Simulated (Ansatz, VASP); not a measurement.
# Si182C9N (crystal/amorphous interface of Si with 5 % C on Si sites, (110)) in two plane-wave programs, part 2 of 2

Wanted: the spread between two codes on one cell, functional and k mesh. Of the first pair: The structure shown is the start of the Ansatz relaxation below; VASP solves that cell, so the two are compared at the walk's first step.

VASP 6.6.1 and Ansatz 0.2.0.

So far. Step 3 (VASP: single point, PBE, start cell, pair 1): The run ends at a pressure of -1.35 GPa, with forces up to 0.84 eV/Å.

## 5. Ansatz: relaxation, PBE

Level of this step: Ansatz beside VASP: Kohn-Sham DFT, plane waves, PBE (Ansatz).

This run makes the geometry at which the two programs are then compared.

The structure compared here is the end of the Ansatz relaxation.

File input.yaml:

```yaml
crystal:
  lattice:
    - [10.864, 0.0, 0.0]
    - [0.0, 15.36402, 0.0]
    - [0.0, 0.0, 23.29738]
  atoms:
    - { symbol: Si, position: [0.25344, 0.19235, 0.05076] }
    - { symbol: Si, position: [0.37009, 0.1967, 0.13553] }
    - { symbol: Si, position: [0.51171, 0.56706, 0.12867] }
    - { symbol: Si, position: [0.61636, 0.57126, 0.21863] }
    - { symbol: Si, position: [0.48901, 0.32308, 0.1394] }
    - { symbol: Si, position: [0.61628, 0.32805, 0.21899] }
    - { symbol: Si, position: [0.23344, 0.20233, 0.21413] }
    - { symbol: Si, position: [0.36529, 0.20115, 0.29353] }
    - { symbol: Si, position: [0.23833, 0.44782, 0.21729] }
    - { symbol: Si, position: [0.34402, 0.45144, 0.30577] }
    - { symbol: Si, position: [0.48283, 0.3277, 0.29856] }
    - { symbol: Si, position: [0.6143, 0.32386, 0.06016] }
    - { symbol: Si, position: [0.47105, 0.57825, 0.29714] }
    - { symbol: C, position: [0.62376, 0.56416, 0.0618] }
    - { symbol: Si, position: [0.2428, 0.44289, 0.0516] }
    - { symbol: Si, position: [0.3682, 0.44832, 0.13471] }
    - { symbol: Si, position: [0.23526, 0.68895, 0.05406] }
    - { symbol: Si, position: [0.37604, 0.69162, 0.13285] }
    - { symbol: Si, position: [0.49603, 0.07057, 0.14075] }
    - { symbol: Si, position: [0.62871, 0.07616, 0.22157] }
    - { symbol: Si, position: [0.49842, 0.81962, 0.13647] }
    - { symbol: Si, position: [0.62142, 0.82488, 0.22176] }
    - { symbol: Si, position: [0.24736, 0.69969, 0.21477] }
    - { symbol: Si, position: [0.35893, 0.71169, 0.30092] }
    - { symbol: Si, position: [0.24226, 0.9458, 0.22088] }
    - { symbol: Si, position: [0.36101, 0.95571, 0.30745] }
    - { symbol: Si, position: [0.49329, 0.83153, 0.30557] }
    - { symbol: Si, position: [0.62151, 0.80905, 0.05253] }
    - { symbol: Si, position: [0.49159, 0.07837, 0.30017] }
    - { symbol: Si, position: [0.61004, 0.0609, 0.05512] }
    - { symbol: Si, position: [0.25024, 0.93973, 0.05542] }
[... 11 lines left out ...]
    - { symbol: C, position: [0.00532, 0.33398, 0.29163] }
[... 35 lines left out ...]
    - { symbol: C, position: [0.22996, 0.44655, 0.37127] }
[... 12 lines left out ...]
    - { symbol: C, position: [0.37294, 0.25832, 0.75021] }
[... 4 lines left out ...]
    - { symbol: "N", position: [0.26767, 0.73241, 0.3662] }
[... 29 lines left out ...]
    - { symbol: C, position: [0.0793, 0.76327, 0.68305] }
[... 2 lines left out ...]
    - { symbol: C, position: [0.56057, 0.12549, 0.44848] }
[... 21 lines left out ...]
    - { symbol: C, position: [0.92876, 0.18439, 0.96391] }
[... 14 lines left out ...]
    - { symbol: C, position: [0.43793, 0.57246, 0.41774] }
[... 8 lines left out ...]
    - { symbol: C, position: [0.78603, 0.05514, 0.53435] }
[... 8 lines left out ...]
    - { symbol: Si, position: [0.78778, 0.84349, 0.74852] }
    - { symbol: Si, position: [0.8848, 0.95292, 0.9716] }
    - { symbol: Si, position: [0.03736, 0.84515, 0.95977] }
    - { symbol: Si, position: [0.91098, 0.75579, 0.68224] }
    - { symbol: Si, position: [0.00936, 0.07733, 0.96416] }
    - { symbol: Si, position: [0.20206, 0.90099, 0.90265] }
    - { symbol: Si, position: [0.1125, 0.55115, 0.71894] }
    - { symbol: Si, position: [0.78289, 0.95509, 0.48273] }
kpoints:
  mp_grid: { grid: [1, 1, 1] }
hamiltonian:
  xc: pbe
scf:
  occupations: { method: fermi_dirac, width: 0.05 }
output:
  forces: true
  eigenvalues: true
relax:
  f_tol: 0.05
  max_steps: 90
```

The run is started by

```
> ansatz run input.yaml --threads 4 --pin off --max-ram 8192MiB --backend cpu --events-out ev --progress --plain --runs-dir out
```

Numbers of over 12 decimals in the logs are rounded to 6 here.

The program printed:

```text
[...]
Crystal: 192 atoms, lattice volume = 3888.676 Å³
Basis set: ecut = 420 eV, 75979 PW (Γ), exchange–correlation on 150×216×320 points (8 copies of the dense FFT grid, shifted against one another)
Bands: 577, of which v1, the nominal top of the filled ones, is band 385 counted from 1 (384 counted from 0)
Symmetry: 1 space group operations
[...]
k-points: 1
[...]
- { symbol: C, position: [0.079545, 0.763262, 0.683062] }
[...]
- { symbol: C, position: [0.561082, 0.125442, 0.448520] }
[...]
- { symbol: C, position: [0.929376, 0.184474, 0.963673] }
[...]
- { symbol: C, position: [0.432468, 0.572994, 0.412595] }
[...]
- { symbol: C, position: [0.786800, 0.054808, 0.534451] }
[...]
- { symbol: Si, position: [0.00944386, 0.077359, 0.963953] }
    - { symbol: Si, position: [0.202060, 0.901051, 0.902538] }
    - { symbol: Si, position: [0.112971, 0.551203, 0.718835] }
    - { symbol: Si, position: [0.783730, 0.954912, 0.482801] }
```

## 6. VASP: single point, PBE, relaxed cell, pair 2

The same cell, functional, mesh and smearing now go to VASP, with its own data sets.

File INCAR:

```
SYSTEM = Si182C9N
PREC = Accurate
ENCUT = 520
EDIFF = 1E-06
NELM = 120
ISMEAR = -1
SIGMA = 0.05
LREAL = Auto
ALGO = Normal
GGA = PE
NBANDS = 518
LORBIT = 11
LWAVE = .FALSE.
LCHARG = .FALSE.
ISIF = 2
LASPH = .TRUE.
GGA_COMPAT = .FALSE.
```

File POSCAR:

```
Si182C9N
1.0
   10.8640000000      0.0000000000      0.0000000000
    0.0000000000     15.3640200000      0.0000000000
    0.0000000000      0.0000000000     23.2973800000
Si C N
182 9 1
Direct
    0.2535000000      0.1924200000      0.0509000000
    0.3700000000      0.1965600000      0.1357300000
[... 1 atom line left out ...]
    0.6146900000      0.5717900000      0.2189700000
[... 4 atom lines left out ...]
    0.2374200000      0.4478200000      0.2172200000
    0.3418000000      0.4526300000      0.3058800000
[... 2 atom lines left out ...]
    0.4682500000      0.5801300000      0.2987800000
[... 3 atom lines left out ...]
    0.3759200000      0.6915600000      0.1344300000
[... 2 atom lines left out ...]
    0.4979300000      0.8197300000      0.1366700000
    0.6218600000      0.8252900000      0.2215800000
    0.2462500000      0.6998600000      0.2168500000
    0.3591900000      0.7158700000      0.3028300000
    0.2420200000      0.9459300000      0.2207200000
    0.3620600000      0.9573700000      0.3069000000
    0.4951200000      0.8336300000      0.3053600000
[... 1 atom line left out ...]
    0.4920400000      0.0798100000      0.3001000000
[... 6 atom lines left out ...]
    0.1204600000      0.5752500000      0.2192600000
[... 7 atom lines left out ...]
    0.0042900000      0.5711100000      0.3047700000
[... 8 atom lines left out ...]
    0.1136200000      0.8211800000      0.2160400000
    0.7422800000      0.6964500000      0.2223100000
    0.8700700000      0.6942000000      0.3044000000
[... 1 atom line left out ...]
    0.8844000000      0.9570200000      0.3027300000
    0.0007800000      0.8209500000      0.3040300000
[... 7 atom lines left out ...]
    0.0689900000      0.4885300000      0.5481600000
    0.2980400000      0.6510400000      0.4187200000
[... 9 atom lines left out ...]
    0.5929300000      0.5773700000      0.3804800000
    0.3475400000      0.4701500000      0.4342300000
[... 15 atom lines left out ...]
    0.6059700000      0.8597600000      0.4861700000
[... 1 atom line left out ...]
    0.4246400000      0.9088500000      0.5345300000
    0.2194100000      0.9623900000      0.3874300000
    0.9571100000      0.8810200000      0.5202200000
[... 5 atom lines left out ...]
    0.6306700000      0.8310600000      0.3861000000
[... 2 atom lines left out ...]
    0.1049800000      0.0986500000      0.3773600000
    0.0831200000      0.0055500000      0.5322600000
[... 19 atom lines left out ...]
    0.0574700000      0.7631900000      0.4721200000
[... 2 atom lines left out ...]
    0.2747000000      0.9916100000      0.4834200000
[... 2 atom lines left out ...]
    0.1234200000      0.3420700000      0.3613300000
[... 1 atom line left out ...]
    0.1251300000      0.5475000000      0.3899700000
[... 17 atom lines left out ...]
    0.7385900000      0.6965700000      0.3854400000
    0.3285000000      0.7990600000      0.5909800000
[... 1 atom line left out ...]
    0.9610300000      0.5382200000      0.4674800000
    0.2442300000      0.6956700000      0.5153400000
[... 3 atom lines left out ...]
    0.2627400000      0.5368600000      0.5250200000
    0.8697000000      0.6813500000      0.4674800000
    0.1493000000      0.8112500000      0.3811000000
[... 21 atom lines left out ...]
    0.2271800000      0.4461200000      0.3711700000
[... 4 atom lines left out ...]
    0.4324700000      0.5729900000      0.4125900000
[... 1 atom line left out ...]
    0.2723000000      0.7348600000      0.3670300000
```

File KPOINTS:

```
Automatic mesh
0
Gamma
1 1 1
0 0 0
```

The projector-augmented-wave data sets are Si, C and N (PBE family, release 64).

The run is started by

```
> export OMP_NUM_THREADS=3
> mpirun -np 1 vasp_gam
```

The program printed:

```text
[... set-up lines as in an earlier step ...]
 entering main loop
       N       E                     dE             d eps       ncg     rms          rms(c)
DAV:   1     0.385831911592E+04    0.38583E+04   -0.33675E+05  1036   0.131E+03
DAV:   2    -0.560742317184E+03   -0.44191E+04   -0.41414E+04  1304   0.220E+02
DAV:   3    -0.105866162626E+04   -0.49792E+03   -0.48513E+03  1288   0.661E+01
DAV:   4    -0.107794191320E+04   -0.19280E+02   -0.19118E+02  1288   0.152E+01
[...]
DAV:  23    -0.104023075684E+04    0.38917E-05   -0.13643E-05  1264   0.580E-03    0.696E-03
DAV:  24    -0.104023075631E+04    0.53169E-06   -0.16011E-05  1232   0.428E-03    0.387E-03
DAV:  25    -0.104023075685E+04   -0.54445E-06   -0.22058E-06   872   0.219E-03
   1 F= -.10402308E+04 E0= -.10401159E+04  d E =-.229655E+00
```

Parts of OUTCAR (step 6):

```text
  FREE ENERGIE OF THE ION-ELECTRON SYSTEM (eV)
  ---------------------------------------------------
  free  energy   TOTEN  =     -1040.2307568539 eV

  energy  without entropy=    -1040.0011020219  energy(sigma->0) =    -1040.11592944

[... 1 further part left out ...]
```

The run ends at a pressure of -1.29 GPa, with forces up to 0.056 eV/Å.

## 7. Differences

At this near-relaxed geometry the largest component of a force difference is 15 meV/Å.

## 8. Summary of results

| Property | Result |
| --- | --- |
| r.m.s. force difference (single point, PBE, start cell, pair 1) | 3.1 meV/Å |
| r.m.s. force difference (single point, PBE, relaxed cell, pair 2) | 3.2 meV/Å |

**Reading.** The r.m.s. force difference is 3.2 meV/Å (single point, PBE, relaxed cell, pair 2), within the 12 meV/Å picked in this series as the mark of a large difference. How closely two codes agree says nothing of how well the functional describes the real material.

[Lines on the potential files, build, host, timing and source positions are cut from VASP's logs without a mark.]

[Logs are printed without paths, hosts, clocks, repeated set-up lines and the standing remarks that a program may print on its own settings, such as how far it seeks lower states.]

[Hosts, paths, dates, database ids (printed as entryN), source tags and the programs' standing remarks are cut or masked in the printed files.]
